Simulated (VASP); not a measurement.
Given:

```xyz
6
Lattice="2.9966 0.0000 0.0000 -1.4983 2.5951 0.0000 0.0000 0.0000 7.3097" Properties=species:S:1:pos:R:3 pbc="T T T"
Mg     0.0000     1.7301     4.8682
Mg     1.4983     0.8650     2.4415
Zn     2.9966     0.0000     7.3097
O      0.0000     1.7301     1.2576
O      1.4983     0.8650     6.0521
O      2.9966     0.0000     3.6549
```

Calculation: PBEsol GGA, VASP's PBE PAW potentials (set 64) (plane waves; VASP 6.6.1). Settings: 520 eV cut-off, Gaussian smearing of 0.050 eV, potentials Mg Zn O.

**Question.** Give the energies of bands 7 to 20 at the high-symmetry points, in eV from the valence-band maximum.

**Answer.** 
```json
[
 {"band": "7", "Γ": "-4.09", "M": "-4.73", "K": "-4.58", "A": "-4.09", "L": "-4.59", "H": "-4.57"},
 {"band": "8", "Γ": "-4.09", "M": "-4.58", "K": "-4.58", "A": "-4.09", "L": "-4.35", "H": "-4.57"},
 {"band": "9", "Γ": "-4.09", "M": "-4.08", "K": "-3.79", "A": "-3.77", "L": "-3.87", "H": "-3.52"},
 {"band": "10", "Γ": "-3.33", "M": "-3.82", "K": "-3.44", "A": "-2.12", "L": "-3.82", "H": "-3.49"},
 {"band": "11", "Γ": "-1.03", "M": "-3.20", "K": "-3.30", "A": "-2.12", "L": "-3.21", "H": "-3.49"},
 {"band": "12", "Γ": "-1.03", "M": "-2.08", "K": "-3.30", "A": "-0.84", "L": "-2.67", "H": "-3.30"},
 {"band": "13", "Γ": "-0.53", "M": "-2.00", "K": "-2.73", "A": "-0.84", "L": "-2.03", "H": "-2.33"},
 {"band": "14", "Γ": "-0.51", "M": "-1.79", "K": "-2.73", "A": "-0.79", "L": "-1.90", "H": "-2.33"},
 {"band": "15", "Γ": "-0.51", "M": "-1.27", "K": "-1.45", "A": "-0.79", "L": "-1.44", "H": "-1.75"},
 {"band": "16", "Γ": "-0.09", "M": "-0.73", "K": "-0.64", "A": "0.00", "L": "-0.29", "H": "-0.89"},
 {"band": "17", "Γ": "-0.09", "M": "-0.36", "K": "-0.64", "A": "0.00", "L": "-0.25", "H": "-0.89"},
 {"band": "18", "Γ": "3.04", "M": "6.62", "K": "7.72", "A": "4.14", "L": "6.70", "H": "7.81"},
 {"band": "19", "Γ": "6.37", "M": "7.47", "K": "9.19", "A": "5.34", "L": "6.86", "H": "9.46"},
 {"band": "20", "Γ": "6.72", "M": "8.61", "K": "9.19", "A": "6.86", "L": "9.02", "H": "9.46"}
]
```

The gap is indirect, 3.04 eV, from the valence maximum at A to the conduction minimum at Γ.

The structure comes from a computed database's Mg2ZnO3 entry (P-3m1); how it stands against other phases isn't given here. It was relaxed first.
